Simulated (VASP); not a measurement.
Input:

```
Li2Se
1.0
   -0.00746     2.98545     2.98545
    2.97799     0.00000     2.97799
    2.98545     2.98545    -0.00746
Li Se
2 1
Direct
  0.25000   0.25000   0.25000
  0.75000   0.75000   0.75000
  0.00000   0.00000   0.00000
```

The numbers are results of r2SCAN meta-GGA, VASP's PBE PAW potentials (set 64) (plane waves; VASP), not measurements. Run with 600 eV cut-off, 6×6×6 Γ-centred mesh, Gaussian smearing of 0.050 eV, potentials Li_sv Se.

Q: What does the run give for the energy per atom (σ→0)?

A: 
```
Property                       Result
---------------------  --------------
energy per atom (σ→0)  -7.813 eV/atom
```

The absolute energy has meaning only against runs of the same code, potentials and settings.

The compound is Li2Se in the antifluorite structure. This cell was strained or had an atom moved on purpose.
